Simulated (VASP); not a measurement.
A run of VASP 6.6.1:

Contents of POSCAR:

```
NaH20ClO10
1.0
    7.6471670000      0.0000000000      0.0000000000
    0.0000000000      7.6471670000      0.0000000000
    0.0000000000      0.0000000000      7.6471670000
O H Na Cl
10 20 1 1
Direct
    0.4857354364      0.7409018268      0.2230629984
    0.1406403182      0.5833271328      0.1616938665
    0.3686201701      0.3156855343      0.5715319150
    0.9921321190      0.3972974567      0.5007736852
    1.0231762952      0.2448619208      0.0576030313
    0.8314059311      0.7152975736      0.3636902398
    0.6924786656      0.8728591909      0.9640955925
    0.3870191406      0.8651700689      0.5561144408
    0.1257589902      0.0842272700      0.7432033327
    0.4511343874      0.2171653895      0.1559270250
    0.4458513852      0.7960856615      0.3271276801
    0.5374670123      0.8190745671      0.1426018289
    0.2474772684      0.6556022642      0.1520824640
    0.0513392737      0.6536538302      0.2167730873
    0.3552165135      0.4234509329      0.6301026249
    0.4916461220      0.2855828832      0.5733495816
    0.9218184983      0.4931107167      0.4502320925
    0.9078656187      0.3130309564      0.5528583330
    1.0396268317      0.3685417096      0.0367587108
    1.0616742122      0.1870235082     -0.0458993507
    0.8051086108      0.8041801624      0.4450667809
    0.7135322140      0.6723143355      0.3359675550
    0.6963886103      0.9677309257      0.8751345433
    0.7507224571      0.7765751683      0.9082056139
    0.4918815033      0.9366867495      0.5626135796
    0.2965934967      0.9339406345      0.6077675563
    0.0100560116      0.0589891655      0.6868948985
    0.1733975471      0.1695922163      0.6661944221
    0.4694418207      0.2068478431      0.0318810875
    0.5625220425      0.1813351271      0.1984787308
    0.1993810257      0.3159993760      0.3069764267
    0.7248435924      0.0989386004      0.5876686098
```

INCAR.step1

```
PREC     = Accurate       # precision mode
ENCUT    = 520            # plane-wave cutoff, eV
ISMEAR   = -1             # smearing method
SIGMA    = 0.02           # smearing width, eV
LREAL    = Auto         
LASPH    = True           # aspherical terms in the spheres
NELM     = 80             # most SCF steps
NBANDS   = 69             # bands
GGA      = PE             # functional
ALGO     = Normal         # electronic algorithm
EDIFF    = 1E-4           # SCF threshold, eV
LWAVE    = True           # write WAVECAR
LCHARG   = False          # write CHGCAR
```

Contents of INCAR.step2:

```
PREC     = Accurate       # precision mode
ENCUT    = 520            # plane-wave cutoff, eV
EDIFF    = 1E-6           # SCF threshold, eV
ISMEAR   = -1             # smearing method
SIGMA    = 0.02           # smearing width, eV
LREAL    = Auto         
LASPH    = True           # aspherical terms in the spheres
NELM     = 80             # most SCF steps
ALGO     = Normal         # electronic algorithm
ISIF     = 2              # what is computed and relaxed
LWAVE    = False          # write WAVECAR
LCHARG   = True           # write CHGCAR
METAGGA  = R2SCAN         # meta-GGA
LMIXTAU  = True         
IVDW     = 12             # dispersion correction
VDW_S6   = 1.0          
VDW_S8   = 0.78981345   
VDW_A1   = 0.49484001   
VDW_A2   = 5.73083694   
LELF     = True           # ELF
LVHAR    = True         
NBANDS   = 69             # bands
ISTART   = 1
```

File KPOINTS:

```
regular mesh
0
Gamma
  1 1 1
```

Potentials or basis: VASP PAW PBE potentials, release 64 (O, H, Na_pv, Cl).

Launch:

```console
$ cat potpaw_PBE.64/O/POTCAR potpaw_PBE.64/H/POTCAR potpaw_PBE.64/Na_pv/POTCAR potpaw_PBE.64/Cl/POTCAR > POTCAR
$ cp INCAR.step1 INCAR
$ mpirun -np 1 vasp_gam > vasp.out
$ cp INCAR.step2 INCAR
$ mpirun -np 1 vasp_gam > vasp.out
```

Hardware: 1 thread of Intel(R) Xeon(R) 6975P-C (Granite Rapids), on a shared host.

Estimate the wall time of this run.

Wall time 2.2 min on 1 thread of Intel(R) Xeon(R) 6975P-C (Granite Rapids), on a shared host, peak memory 0.55 GiB. Counts: scf iterations 13, k points 1.
